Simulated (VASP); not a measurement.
Calculation: PBE GGA, VASP's PBE PAW potentials (set 64) (plane waves; VASP).

VASP input:

KPOINTS:
```
K-points
0
Gamma
  8 8 8
0 0 0
```

### INCAR
```
# general
SYSTEM = KF
PREC   = Accurate
ENCUT  = 520
LREAL  = F
LASPH  = T
NBANDS = 9

# electronic loop
EDIFF  = 1E-6
NELM   = 100
ALGO   = Normal

# smearing
ISMEAR = 0
SIGMA  = 0.05

# functional
GGA    = PE

# ions
ISIF   = 2

# output
LWAVE  = F
LCHARG = F
```

POSCAR:
```
KF
1
    0.0000000000     2.6750000000     2.6750000000
    2.6750000000     0.0000000000     2.6750000000
    2.6750000000     2.6750000000     0.0000000000
K F
1 1
Direct
  0.0000000000   0.0000000000   0.0000000000
  0.5000000000   0.5000000000   0.5000000000
```

POTCAR, in this order: K_sv F (PBE.64 set). Program: vasp_std.

The resulting files:

### OSZICAR
```
       N       E                     dE             d eps       ncg     rms          rms(c)
DAV:   1     0.133172960648E+03    0.13317E+03   -0.87397E+03   522   0.172E+03
DAV:   2    -0.550776678787E+01   -0.13868E+03   -0.13145E+03   846   0.393E+02
DAV:   3    -0.947354485847E+01   -0.39658E+01   -0.39547E+01   569   0.718E+01
DAV:   4    -0.955397063331E+01   -0.80426E-01   -0.80226E-01   797   0.830E+00
DAV:   5    -0.955590238955E+01   -0.19318E-02   -0.19297E-02   583   0.954E-01    0.632E+00
DAV:   6    -0.831308266573E+01    0.12428E+01   -0.62493E+00   546   0.246E+01    0.343E+00
DAV:   7    -0.829004608398E+01    0.23037E-01   -0.20102E-01   635   0.522E+00    0.241E+00
DAV:   8    -0.828822926737E+01    0.18168E-02   -0.52724E-02   537   0.339E+00    0.227E-01
DAV:   9    -0.829059147948E+01   -0.23622E-02   -0.49327E-03   737   0.732E-01    0.109E-01
DAV:  10    -0.829143966912E+01   -0.84819E-03   -0.13370E-03   631   0.435E-01    0.643E-02
DAV:  11    -0.829141024073E+01    0.29428E-04   -0.33822E-04   560   0.184E-01    0.218E-02
DAV:  12    -0.829141459078E+01   -0.43501E-05   -0.21206E-05   618   0.574E-02    0.865E-03
DAV:  13    -0.829141351268E+01    0.10781E-05   -0.98690E-06   556   0.294E-02    0.701E-03
DAV:  14    -0.829141375061E+01   -0.23793E-06   -0.45173E-07   318   0.103E-02
   1 F= -.82914138E+01 E0= -.82914138E+01  d E =-.760123E-12
```

### OUTCAR
```
------------------------ aborting loop because EDIFF is reached ----------------------------------------
  FORCE on cell =-STRESS in cart. coord.  units (eV):
  Direction    XX          YY          ZZ          XY          YZ          ZX
  --------------------------------------------------------------------------------------
  Total        0.3087516      0.3087516      0.3087516     -0.0000000      0.0000000     -0.0000000
  in kB       12.9216630     12.9216630     12.9216630     -0.0000000      0.0000000     -0.0000000
  external PRESSURE =      12.9216630 kB  Pullay stress =       0.0000000 kB
  volume of cell :       38.28
      direct lattice vectors                 reciprocal lattice vectors
     0.000000000  2.675000000  2.675000000    -0.186915888  0.186915888  0.186915888
     2.675000000  0.000000000  2.675000000     0.186915888 -0.186915888  0.186915888
     2.675000000  2.675000000  0.000000000     0.186915888  0.186915888 -0.186915888
  FREE ENERGIE OF THE ION-ELECTRON SYSTEM (eV)
  ---------------------------------------------------
  free  energy   TOTEN  =        -8.2914137506 eV

  energy  without entropy=       -8.2914137506  energy(sigma->0) =       -8.29141375
```
(Selected blocks of OUTCAR.)

File OUTCAR:
```
 val. band max:       -2.8137899586   @ k =   0.0000   0.0000   0.0000

 cond. band min:       3.3333578525   @ k =   0.0000   0.0000   0.0000


 Fermi energy:        -2.5939958386

 k-point     1 :       0.0000    0.0000    0.0000
  band No.  band energies     occupation
      1     -28.9614      2.00000
      2     -21.4674      2.00000
      3     -12.2145      2.00000
      4     -12.2145      2.00000
      5     -12.2145      2.00000
      6      -2.8138      2.00000
      7      -2.8138      2.00000
      8      -2.8138      2.00000
      9       3.3334      0.00000

 k-point     2 :       0.1250    0.0000    0.0000
  band No.  band energies     occupation
      1     -28.9480      2.00000
      2     -21.4806      2.00000
      3     -12.2550      2.00000
      4     -12.2200      2.00000
      5     -12.2200      2.00000
      6      -2.9531      2.00000
      7      -2.8660      2.00000
      8      -2.8660      2.00000
      9       3.7650      0.00000

 k-point     3 :       0.2500    0.0000    0.0000
  band No.  band energies     occupation
      1     -28.9152      2.00000
      2     -21.5108      2.00000
      3     -12.3520      2.00000
      4     -12.2330      2.00000
      5     -12.2330      2.00000
      6      -3.2487      2.00000
      7      -2.9892      2.00000
      8      -2.9892      2.00000
      9       4.8422      0.00000

 k-point     4 :       0.3750    0.0000    0.0000
  band No.  band energies     occupation
      1     -28.8821      2.00000
      2     -21.5415      2.00000
      3     -12.4475      2.00000
      4     -12.2458      2.00000
      5     -12.2458      2.00000
      6      -3.5045      2.00000
      7      -3.1088      2.00000
      8      -3.1088      2.00000
      9       5.9233      0.00000

 k-point     5 :       0.5000    0.0000    0.0000
  band No.  band energies     occupation
      1     -28.8682      2.00000
      2     -21.5546      2.00000
      3     -12.4867      2.00000
...
```

The compound is KF in the rock salt structure. The cell was not relaxed at this level. The run is one of a series of settings (NBANDS = 9 against the base run), some of them coarse on purpose.
